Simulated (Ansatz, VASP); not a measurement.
**WAu (Au-W stack, (100) layers): VASP beside Ansatz**

One calculation is typed for both programs; each brings its own data sets. How far apart do they land? The structure shown is the end of the Ansatz relaxation below.

Calculated with Ansatz 0.2.0; plane waves, with VASP 6.6.1 beside it; PBE.

### 1. The structure

The cell holds 2 atoms: 1 Au and 1 W. Its edges and angles: a = 2.670 Å, b = 2.670 Å, c = 27.781 Å, α = 90.0°, β = 90.0°, γ = 90.0°. It derives from WAu. Vacuum lies along c. The height across the vacuum is the one that the program set for its solve, not the one typed.

### 2. Ansatz: relaxation, PBE

Ansatz runs on its default PAW (the set named soft_2) files.

This run makes the geometry at which the two programs are then compared.

Input file input.yaml:

```yaml
crystal:
  lattice:
    - [2.81524, 0.0, 0.0]
    - [0.0, 2.81524, 0.0]
    - [0.0, 0.0, 12.99068]
  atoms:
    - { symbol: Au, position: [0.0, 0.0, 0.42338061] }
    - { symbol: W, position: [0.5, 0.5, 0.57661939] }
  periodic: [true, true, false]
kpoints:
  mp_grid: { grid: [10, 10, 1] }
hamiltonian:
  xc: pbe
scf:
  occupations: { method: gaussian, width: 0.1 }
output:
  forces: true
  stress: true
  eigenvalues: true
  write_density: true
  write_potential: true
  elf: true
  volumetric_format: npy
relax:
  adjacent_minimum: "off"
  f_tol: 0.005
  max_steps: 80
  cell: { stress_2d_tol: 0.02 }
```

Started as:

```
ansatz run input.yaml --threads 4 --pin off --max-ram 16384MiB --backend cpu --events-out ev --progress --plain --runs-dir out
```

Numbers of over 12 decimals in the logs are rounded to 6 here.

Output:

```text
Warning: crystal.periodic: the lattice vector that does not repeat stood 0.000° off the slab's normal, 12.991 Å along it as the deck builds it. The run solves the slab on a vector along the normal, 27.781 Å long, with every atom where it was (on the deck's vector they left 11.00 Å outside them, and the widest stretch free of ions among them is 1.99 Å). A fractional position that the run reports is one of the run's ce [...]
crystal.periodic: the lattice vector that does not repeat stood 0.000° off the slab's normal, 12.991 Å along it as the deck builds it. The run solves the slab on a vector along the normal, 27.781 Å long, with every atom where it was (on the deck's vector they left 11.00 Å outside them, and the widest stretch free of ions among them is 1.99 Å). A fractional position that the run reports is one of the run's cell, which [...]
Engine: ansatz 0.2.0, aarch64-unknown-linux-gnu
Pseudopotentials: kind: paw
Pseudopotential: Au, paw, valence charge 19, recommended cutoff 420 eV (normal), Au.paw.azcp
Pseudopotential: W, paw, valence charge 14, recommended cutoff 420 eV (normal), W.paw.azcp
Functional definition: PBE
  parameter kappa = 0.804
  parameter beta = 0.066725
  exchange = pbe_x(kappa = kappa, mu = beta*pi^2/3)
  correlation = pbe_c(beta = beta)
Crystal: 2 atoms, lattice volume = 220.183 Å³
Basis set: ecut = 420 eV, 4361 PW (Γ), exchange–correlation on 40×40×384 points (8 copies of the dense FFT grid, shifted against one another)
Bands: 21, of which v1, the nominal top of the filled ones, is band 17 counted from 1 (16 counted from 0)
Symmetry: 8 space group operations
Space group: P4mm (ITA 99), of the structure as read, at distance tolerance 6.0e-5 Å
k-points: 21 of 100
Non-local potential: Au, projectors of the file, l = 0: 3, l = 1: 2, l = 2: 2, l = 3: 1
Non-local potential: W, projectors of the file, l = 0: 3, l = 1: 2, l = 2: 2, l = 3: 1
PAW form: soft (Blöchl's): semilocal exchange-correlation on the pseudo side does not see the compensation charge
PAW one-centre angular grid: Au, 590 points (default); XC on 64 Gauss nodes
PAW one-centre angular grid: W, 590 points (default); XC on 64 Gauss nodes
Initial density: superposition of atomic densities (neutral atoms: chi_scale 0, normalization atom), corrected by the library's trained network
Initial wavefunctions: pseudopotential atomic-orbital guess
Functional: x = pbe(κ = 0.804, μ = 0.219515), c = pbe(β = 0.066725)
SCF iter   1: F=—  HF=-23531.207334 eV  |F-HF|=—  |Δ(HF+E_count)|=         —  Δρ=2.74e-3  dr2=1.60e-2  ethr=1.77e-3  ⟨swp⟩=13.5  Hψ=3703  notcnv=0
preconditioner: auto → LDOS  [metal: Δε(μ)=0.044 eV  Ē_g=6.232 eV  σ=0.100 eV  W_gap=0.24  n_scr=16 (ndim 8)  ℏωp=10.3 eV  f_vac=0.767  D(μ)=2.46/eV (n_scr^D=12)  β→1.0]
SCF iter   2: F=—  HF=-23531.212418 eV  |F-HF|=—  |Δ(HF+E_count)|=   5.08e-3  Δρ=8.38e-4  dr2=4.45e-3  ethr=4.84e-5  ⟨swp⟩=3.5  Hψ=1246  notcnv=0  defer=5
SCF iter   3: F=—  HF=-23531.212203 eV  |F-HF|=—  |Δ(HF+E_count)|=   2.15e-4  Δρ=3.60e-4  dr2=7.28e-4  ethr=1.35e-5  ⟨swp⟩=3.4  Hψ=896  notcnv=0  defer=5
[...]
iter 1 solved again at ethr=6.55e-7 eV; its pass at ethr=3.10e-3 eV (dr2=2.16e-4 eV) is discarded
SCF iter   1: F=—  HF=-23531.400095 eV  |F-HF|=—  |Δ(HF+E_count)|=         —  Δρ=2.30e-4  dr2=2.29e-4  ethr=6.55e-7  ⟨swp⟩=4.1  Hψ=2955  notcnv=0
preconditioner: auto → LDOS  [metal: Δε(μ)=0.091 eV  Ē_g=6.604 eV  σ=0.100 eV  W_gap=0.48  n_scr=16 (ndim 8)  ℏωp=10.9 eV  f_vac=0.763  D(μ)=2.04/eV (n_scr^D=12)  β→1.0]
SCF iter   2: F=—  HF=-23531.400066 eV  |F-HF|=—  |Δ(HF+E_count)|=   2.88e-5  Δρ=1.15e-4  dr2=1.49e-4  ethr=6.55e-7  ⟨swp⟩=3.3  Hψ=824  notcnv=0
SCF iter   3: F=—  HF=-23531.400065 eV  |F-HF|=—  |Δ(HF+E_count)|=   8.38e-7  Δρ=4.86e-5  dr2=1.03e-5  ethr=4.50e-7  ⟨swp⟩=2.8  Hψ=723  notcnv=0
SCF iter   4: F=—  HF=-23531.400053 eV  |F-HF|=—  |Δ(HF+E_count)|=   1.21e-5  Δρ=1.49e-5  dr2=1.70e-6  ethr=3.12e-8  ⟨swp⟩=3.1  Hψ=844  notcnv=0
SCF iter   5: F=-23531.400053 eV  HF=-23531.400053 eV  |F-HF|=5.87e-9  |Δ(HF+E_count)|=   3.91e-8  Δρ=4.80e-6  dr2=9.32e-8  ethr=4.04e-10  ⟨swp⟩=19.4  Hψ=5524  notcnv=0
SCF 5 converged in 5 iterations: F = -23531.400053 eV  dr2 = 9.32e-8
relax step   5: F+E_penalty+E_count = -23531.40005337 eV  Δ(F+E_penalty+E_count) = -2.150e-4 eV  max|allowed force component| = 9.201e-4 eV/Å  Δτ_max = 0.0038 Å  P = +0.011 N/m  Ω = 198.001 Å³  energy of the carried Pulay correction = +1.325e-3 eV  fix = [c, alpha, beta]  reactions: c +0.000 N/m  (5 SCF iters, dr2 threshold 1.33e-7 eV, accepted)
Basis set: ecut = 420 eV, 3873 PW (Γ), exchange–correlation on 36×36×384 points (8 copies of the dense FFT grid, shifted against one another)
Initial wavefunctions: pseudopotential atomic-orbital guess (no wavefunctions were taken with the density)
iter 1 solved again at ethr=2.21e-6 eV; its pass at ethr=3.10e-3 eV (dr2=7.28e-4 eV) is discarded
SCF iter   1: F=—  HF=-23531.398795 eV  |F-HF|=—  |Δ(HF+E_count)|=         —  Δρ=1.18e-4  dr2=4.27e-6  ethr=2.21e-6  ⟨swp⟩=5.2  Hψ=5355  notcnv=0
eigensolver tolerance schedule: the retry pair's looser diagonalisation over-reported the residual by 169.72 of it (diagonalisation noise at 0.14 of the residual, at the tolerance the schedule requests for it); recorded, not acted on — ethr = c·dr2/N_el stays at c = 1.0e-1
preconditioner: auto → LDOS  [metal: Δε(μ)=0.092 eV  Ē_g=6.600 eV  σ=0.100 eV  W_gap=0.48  n_scr=16 (ndim 8)  ℏωp=10.9 eV  f_vac=0.763  D(μ)=2.03/eV (n_scr^D=12)  β→1.0]
SCF iter   2: F=—  HF=-23531.398770 eV  |F-HF|=—  |Δ(HF+E_count)|=   2.48e-5  Δρ=2.45e-5  dr2=9.76e-7  ethr=1.29e-8  ⟨swp⟩=4.1  Hψ=1218  notcnv=0
SCF iter   3: F=—  HF=-23531.398773 eV  |F-HF|=—  |Δ(HF+E_count)|=   2.83e-6  Δρ=1.13e-5  dr2=4.73e-7  ethr=2.96e-9  ⟨swp⟩=3.0  Hψ=967  notcnv=0
SCF iter   4: F=—  HF=-23531.398773 eV  |F-HF|=—  |Δ(HF+E_count)|=   3.86e-8  Δρ=4.30e-6  dr2=4.41e-8  ethr=1.43e-9  ⟨swp⟩=3.2  Hψ=773  notcnv=0
SCF iter   5: F=—  HF=-23531.398773 eV  |F-HF|=—  |Δ(HF+E_count)|=   1.19e-8  Δρ=6.12e-7  dr2=1.93e-9  ethr=1.34e-10  ⟨swp⟩=3.1  Hψ=906  notcnv=0
SCF iter   6: F=—  HF=-23531.398773 eV  |F-HF|=—  |Δ(HF+E_count)|=   1.77e-9  Δρ=1.65e-7  dr2=1.06e-10  ethr=5.84e-12  ⟨swp⟩=3.7  Hψ=876  notcnv=0
SCF iter   7: F=—  HF=-23531.398773 eV  |F-HF|=—  |Δ(HF+E_count)|=  5.35e-10  Δρ=4.20e-8  dr2=2.97e-12  ethr=1.00e-12  ⟨swp⟩=2.4  Hψ=676  notcnv=0
SCF iter   8: F=-23531.398773 eV  HF=-23531.398773 eV  |F-HF|=4.73e-11  |Δ(HF+E_count)|=  3.24e-10  Δρ=1.58e-8  dr2=4.23e-13  ethr=1.00e-12  ⟨swp⟩=14.9  Hψ=3471  notcnv=0
SCF 6 converged in 8 iterations: F = -23531.398773 eV  dr2 = 4.23e-13
relax step   6: F+E_penalty+E_count = -23531.39877289 eV  Δ(F+E_penalty+E_count) = +1.280e-3 eV  max|allowed force component| = 1.189e-3 eV/Å  Δτ_max = 0.0000 Å  P = +0.009 N/m  Ω = 198.001 Å³  fix = [c, alpha, beta]  reactions: c +0.000 N/m  stress off target by 8.76e-3 N/m on what of the cell is left free  SCF on the basis re-selected at this cell (its energy is not comparable with the rows above)  (8 SCF iters)
basis re-selected at this cell: Δ(F+E_penalty+E_count) = +1.280e-3 eV, ΔP = -0.003 N/m vs the last step (what re-selecting the basis moved, of the pressure what is left beyond the Pulay correction that the steps carried, after the strain that the cell walked since its last selection, with what the two solves' SCF thresholds leave and, on support functions, any second-order correction that the steps lacked; it is no measure of the basis error at this ecutwfc). The dense FFT grid was sized anew with the basis: this SCF ran on 18×18×192 points, the steps before it on 20×20×192, so part of this shift can come from that change (see relax.cell in the input reference). [rest of the remark cut]
WARN: The output density's exchange-correlation potential varies sharply where the density is thin. Do not read a vacuum level from v_tot or v_xc, or from such a field of the output density. On a cell that repeats whose density bears no net charge and no dipole along the vacuum's axis use v_es (v_loc + v_h of the components); under efield.dipole_correction with no amplitude use v_es + v_field, which holds any externa [...]
SCF converged after 8 iterations
Free energy (F): -23531.398773 eV
Harris-Foulkes:  -23531.398773 eV  (|F-HF|=4.73e-11)
Internal energy: -23531.388645 eV  (E = F + TS)
E sigma→0 (E₀):  -23531.393709 eV
Entropy (-TS):   -0.010128 eV (-5.064 meV/atom)
Fermi energy:    -5.030108 eV
--- Per-component energies (eV) ---
  E_band       = -1158.438030
  E_kinetic    = 1051.875334
  E_local      = -79867.153549  (includes V_loc(G=0)·N_el)
  E_nonlocal   = 75.804894
  E_hartree    = 39289.009023
  E_xc         = -492.465939
  E_vxc        = -510.729814  (∫ρ·V_xc dr)
  E_paw        = -18269.026088  (= ΣΔE_a)
  E_vpaw       = -486.254274  (= ΣTr[D̂ρ^β])
  E_aug_tail   = 0.001354  (compensation charges beyond the density's cutoff)
  E_ewald      = 34680.566326
  E_smearing   = -0.010128  (= −TS)
  E_closure    = -0.000000  (closes the sum)
  Σ components = -23531.398773   (vs F -23531.398773, Δ=0.00e0)
--- Forces (eV/Å), atoms counted from 1 ---
  atom   1  Au     0.00000000     0.00000000    -0.00118912
  atom   2  W     -0.00000000     0.00000000     0.00118893
  max |Σ_I F_I| component: 1.86e-7 eV/Å
--- 2D stress c σ (N/m, compression-positive) ---
        0.008755       0.000000      -0.000000
        0.000000       0.008755       0.000000
       -0.000000       0.000000       0.000000
  P = ½ c Tr σ = 0.0088 N/m
--- Band table (eV; the first three rows and the last of 21) ---
  k-point 0: bands = [... 13 lower, -8.1631, -8.1631, -7.0626, -6.0650, -4.5194, -2.2813, -2.2813, -0.4388]
  k-point 1: bands = [... 13 lower, -8.1367, -8.0869, -7.2506, -5.8040, -4.7396, -2.2259, -2.0728, -0.6648]
  k-point 2: bands = [... 13 lower, -8.0732, -7.7034, -7.0938, -5.6518, -4.8037, -2.0912, -1.6373, -1.4050]
  k-point 20: bands = [... 13 lower, -5.8673, -5.8673, -5.7106, -3.2613, -0.0961, -0.0961, 2.2480, 2.5951]
--- Relaxed structure (5 steps of the walk, 5 accepted, 1 SCFs on fresh bases) ---
  F+E_penalty+E_count = -23531.39877289 eV   max|allowed force component| = 1.189e-3 eV/Å   (the final SCF, on the basis selected at the relaxed cell)
  cell:  # Å, volume = 198.0005 Å³
    - [2.669663, 0, 0]
    - [0, 2.669663, 0.0]
    - [0, 0.0, 27.781352]
  atoms:
    - { symbol: Au, position: [0, 0, 0.194155] }
    - { symbol: W, position: [0.5, 0.5, 0.273449] }
```

Reading the cycles: dr2 is the Hartree energy of the density residual (eV), the measure of convergence; HF is the Harris–Foulkes estimate of the energy, which meets the free energy F at convergence.

### 3. VASP: single point, PBE, pair 1

The same cell, functional, mesh and smearing now go to VASP, with its own data sets.

Lines of VASP's logs that name or quote its potential files are left out, and so is its time.

Input file INCAR:

```
SYSTEM = WAu
PREC = Accurate
ENCUT = 520
EDIFF = 1E-06
NELM = 120
ISMEAR = 0
SIGMA = 0.1
LREAL = .FALSE.
ALGO = Normal
GGA = PE
NBANDS = 14
LASPH = .TRUE.
LORBIT = 11
LWAVE = .FALSE.
LCHARG = .FALSE.
ISIF = 2
LDIPOL = .TRUE.
IDIPOL = 3
DIPOL = 0.5 0.5 0.234
LVHAR = .TRUE.
GGA_COMPAT = .FALSE.
NELMDL = -8
KPAR = 2
```

Input file POSCAR:

```
WAu
1.0
    2.6696632934      0.0000000000      0.0000000000
    0.0000000000      2.6696632934      0.0000000000
    0.0000000000      0.0000000000     27.7813519091
Au W
1 1
Direct
    0.0000000000      0.0000000000      0.1941548920
    0.5000000000      0.5000000000      0.2734494219
```

Input file KPOINTS:

```
Automatic mesh
0
Gamma
10 10 1
0 0 0
```

The projector-augmented-wave data sets are Au and W (PBE family, release 64).

Started as:

```
mpirun -np 2 vasp_std
```

Output:

```text
[banner, memory and clock lines left out]
running    2 mpi-ranks, on    1 nodes
 distrk:  each k-point on    1 cores,    2 groups
 distr:  one band on    1 cores,    1 groups

 POSCAR found type information on POSCAR AuW
 POSCAR found :  2 types and       2 ions
 LDA part: xc-table for (Slater+PW92), standard interpolation
 POSCAR, INCAR and KPOINTS ok, starting setup
 FFT: planning ... GRIDC
 FFT: planning ... GRID_SOFT
 FFT: planning ... GRID
 WAVECAR not read
 entering main loop
       N       E                     dE             d eps       ncg     rms          rms(c)
DAV:   1     0.105611283898E+03    0.10561E+03   -0.53472E+03   588   0.850E+02
DAV:   2    -0.727667925992E+01   -0.11289E+03   -0.10499E+03   960   0.167E+02
DAV:   3    -0.145183877136E+02   -0.72417E+01   -0.69786E+01   786   0.498E+01
DAV:   4    -0.146233149511E+02   -0.10493E+00   -0.10407E+00   770   0.694E+00
DAV:   5    -0.146252234366E+02   -0.19085E-02   -0.19073E-02   800   0.837E-01
DAV:   6    -0.146252688030E+02   -0.45366E-04   -0.45365E-04   834   0.118E-01
DAV:   7    -0.146252702264E+02   -0.14234E-05   -0.14236E-05   834   0.185E-02
DAV:   8    -0.146252702662E+02   -0.39769E-07   -0.39910E-07   644   0.269E-03    0.169E+01
DAV:   9    -0.140514259815E+02    0.57384E+00   -0.63087E+00   702   0.241E+01    0.121E+01
DAV:  10    -0.151814924030E+02   -0.11301E+01   -0.11300E+01   782   0.252E+01    0.577E+00
DAV:  11    -0.136720316093E+02    0.15095E+01   -0.10914E+01   862   0.330E+01    0.387E+00
DAV:  12    -0.135473179988E+02    0.12471E+00   -0.53084E-01   762   0.679E+00    0.139E+00
DAV:  13    -0.134814690154E+02    0.65849E-01   -0.18045E-01   756   0.311E+00    0.481E-01
DAV:  14    -0.134786688317E+02    0.28002E-02   -0.21533E-02   736   0.120E+00    0.198E-01
[...]
DAV:  21    -0.134782153182E+02   -0.14450E-04   -0.31285E-06   700   0.120E-02    0.788E-03
DAV:  22    -0.134782238206E+02   -0.85025E-05   -0.56827E-06   720   0.239E-02    0.482E-03
DAV:  23    -0.134782316142E+02   -0.77936E-05   -0.56707E-07   528   0.534E-03    0.270E-03
DAV:  24    -0.134782397266E+02   -0.81124E-05   -0.60562E-07   528   0.738E-03    0.296E-03
DAV:  25    -0.134782424818E+02   -0.27551E-05   -0.22303E-07   552   0.389E-03    0.171E-03
DAV:  26    -0.134782452584E+02   -0.27767E-05   -0.81224E-08   534   0.150E-03    0.108E-03
DAV:  27    -0.134782463274E+02   -0.10689E-05   -0.56416E-08   540   0.214E-03    0.103E-03
DAV:  28    -0.134782468961E+02   -0.56876E-06   -0.17787E-08   540   0.890E-04
   1 F= -.13478247E+02 E0= -.13473169E+02  d E =-.101553E-01
```

OUTCAR, selected parts (step 3):

```text
ion  position               nearest neighbor table
   1  0.000  0.000  0.194-   2 2.90   2 2.90   2 2.90   2 2.90
   2  0.500  0.500  0.273-   1 2.90   1 2.90   1 2.90   1 2.90

  LATTYP: Found a simple tetragonal cell.
 ALAT       =     2.6696632934
 C/A-ratio  =    10.4063130275

 Subroutine GETGRP returns: Found  8 space group operations
 (whereof  8 operations were pure point group operations)

The static configuration has the point symmetry C_4v.

 Found     21 irreducible k-points:

   k-points           NKPTS =     21   k-points in BZ     NKDIM =     21   number of bands    NBANDS=     14

   dimension x,y,z NGX =    20 NGY =   20 NGZ =  210
   dimension x,y,z NGXF=    40 NGYF=   40 NGZF=  420

   ENCUT  =  520.0 eV  38.22 Ry    6.18 a.u.   4.96  4.96 51.65*2*pi/ulx,y,z

   NELECT =      17.0000    total number of electrons

 k-points in reciprocal lattice and weights: Automatic mesh
   0.00000000  0.00000000  0.00000000       0.010
   0.10000000  0.00000000  0.00000000       0.040
   0.20000000  0.00000000  0.00000000       0.040
   0.30000000  0.00000000  0.00000000       0.040
   0.40000000  0.00000000  0.00000000       0.040
   0.50000000  0.00000000  0.00000000       0.020
   0.10000000  0.10000000  0.00000000       0.040
   0.20000000  0.10000000  0.00000000       0.080
   0.30000000  0.10000000  0.00000000       0.080
[...]
0.50000000  0.40000000  0.00000000       0.040
   0.50000000  0.50000000  0.00000000       0.010

 dipolmoment           0.000000      0.000000      0.024103 electrons x Angstroem

 average (electrostatic) potential at core
       1 -76.4712       2 -48.3522

 E-fermi :  -2.7173

 k-point     1 :       0.0000    0.0000    0.0000
  band No.  band energies     occupation
    ...
      5      -6.0867      2.00000
      6      -5.8433      2.00000
      7      -5.8433      2.00000
      8      -4.7487      2.00000
      9      -3.7500      2.00000
     10      -2.1843      0.00000
     11       0.0022      0.00000
     12       0.0022      0.00000
     13       1.8541      0.00000
     14       2.2517      0.00000

 k-point     2 :       0.1000    0.0000    0.0000
  band No.  band energies     occupation
    ...
      5      -5.9019      2.00000
      6      -5.8169      2.00000
      7      -5.7637      2.00000
      8      -4.9358      2.00000
      9      -3.4886      2.00000
     10      -2.4140      0.00002
     11       0.0571      0.00000
     12       0.2257      0.00000
     13       1.6242      0.00000
     14       2.0683      0.00000

 k-point     3 :       0.2000    0.0000    0.0000
  band No.  band energies     occupation
    ...
      5      -5.8711      2.00000
      6      -5.7535      2.00000
      7      -5.3865      2.00000
      8      -4.7765      2.00000
      9      -3.3355      2.00000
     10      -2.4902      0.00133
     11       0.1904      0.00000
     12       0.6620      0.00000
     13       0.9116      0.00000
     14       2.6910      0.00000

  Total       -0.4155907     -0.4155907     -0.1298137      0.0000000      0.0000000      0.0000000
  in kB       -3.3628696     -3.3628696     -1.0504241      0.0000000      0.0000000      0.0000000
  external PRESSURE =      -2.5920544 kB  Pullay stress =       0.0000000 kB

  energy-cutoff  :      520.00
  volume of cell :      198.00
      direct lattice vectors                 reciprocal lattice vectors
     2.669663293  0.000000000  0.000000000     0.374579072  0.000000000  0.000000000
     0.000000000  2.669663293  0.000000000     0.000000000  0.374579072  0.000000000
     0.000000000  0.000000000 27.781351909     0.000000000  0.000000000  0.035995369

 POSITION                                       TOTAL-FORCE (eV/Angst)
 -----------------------------------------------------------------------------------
      0.00000      0.00000      5.39389        -0.000000      0.000000      0.048751
      1.33483      1.33483      7.59679         0.000000     -0.000000     -0.048751
 -----------------------------------------------------------------------------------
    total drift:                                0.000000      0.000000     -0.000164

  FREE ENERGIE OF THE ION-ELECTRON SYSTEM (eV)
  ---------------------------------------------------
  free  energy   TOTEN  =       -13.4782468961 eV

  energy  without entropy=      -13.4680916173  energy(sigma->0) =      -13.47316926

 vacuum level on the upper side and lower side of the slab         2.625         2.014

 total charge
# of ion       s       p       d       tot
------------------------------------------
    1        0.636   0.409   8.726   9.771
    2        0.630   0.434   4.065   5.130
--------------------------------------------------
tot          1.266   0.843  12.791  14.901

[... 3 further parts left out ...]
```

The data set W keeps the semicore shell frozen, which is cheaper and a little less accurate.

### 4. Differences

Known differences besides the potentials themselves: Ansatz cuts the interaction across the vacuum, VASP repeats the sheet with a dipole correction (LDIPOL); the data sets hold 33 valence electrons in Ansatz (on its default PAW (the set named soft_2) files) and 17 in VASP; the cutoff is 420 eV in Ansatz and 520 eV in VASP. Total energies have different zeros and are not compared.

Forces (eV/Å; atoms numbered as in POSCAR):

```
atom        Ansatz x, y, z          VASP x, y, z
 Au1  0.000, 0.000, -0.001   0.000, 0.000, 0.049
  W2   0.000, 0.000, 0.001  0.000, 0.000, -0.049
```

The forces differ by 29 meV/Å r.m.s., where the r.m.s. force is 0.001 eV/Å in Ansatz and 0.028 eV/Å in VASP: the atoms lie near their places of rest in Ansatz, so a percentage would say little (all taken over all components). Where the cell holds vacuum, a pressure given here is an average over it and none of the material.

(Continued in part 2 of 2.)

[Lines on the potential files, build, host, timing and source positions are cut from VASP's logs without a mark.]

[Logs are printed without paths, hosts, clocks, repeated set-up lines and the standing remarks that a program may print on its own settings, such as how far it seeks lower states.]

[Hosts, paths, dates, database ids (printed as entryN), source tags and the programs' standing remarks are cut or masked in the printed files.]
